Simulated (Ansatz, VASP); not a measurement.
Mg3CdS4: VASP beside Ansatz

```
Mg Cd S
1.0
     3.91272    0.00000    0.00000
     0.00000    3.91272    0.00000
     0.00000    0.00000   11.06683
Mg Cd S
3 1 4
Direct
  0.00000 0.00000 0.75000
  0.50000 0.50000 0.00000
  0.00000 0.00000 0.25000
  0.50000 0.50000 0.50000
  0.00000 0.00000 0.00000
  0.50000 0.50000 0.25000
  0.00000 0.00000 0.50000
  0.50000 0.50000 0.75000
```

Alike in both runs: task single point; functional PBE; k mesh 4 × 4 × 2; occupations gaussian, width 0.1 eV; no spin polarisation.

```csv
,VASP,Ansatz
version,VASP 6.6.1,Ansatz 0.2.0
potentials or method,"VASP PAW PBE potentials, release 64 (Mg, Cd, S)","scalar-relativistic, plane waves, PAW"
plane-wave cutoff (eV),520,420
valence electrons in the cell,42,74
```

|  | VASP | Ansatz | Ansatz less VASP |
| --- | --- | --- | --- |
| gap on the k mesh at the Fermi level (eV) | 1.04 | 1.05 | +0.010 |
| least direct gap on the mesh (eV) | 1.60 | 1.61 | +0.015 |
| pressure (GPa) | -7.0 | -6.9 | +0.08 |
| largest component of the traceless stress (GPa) | 0.18 | 0.18 | -0.006 |
| rms of the force components (eV/Å) | 0.098 | 0.092 | -0.0067 |

Atom by atom the forces differ by 0.007 eV/Å (rms over components). The two sets of potentials don't hold the same shells in valence.

A k mesh can miss the band edges. A hybrid or GW would open this gap; PBE tends to underestimate it.
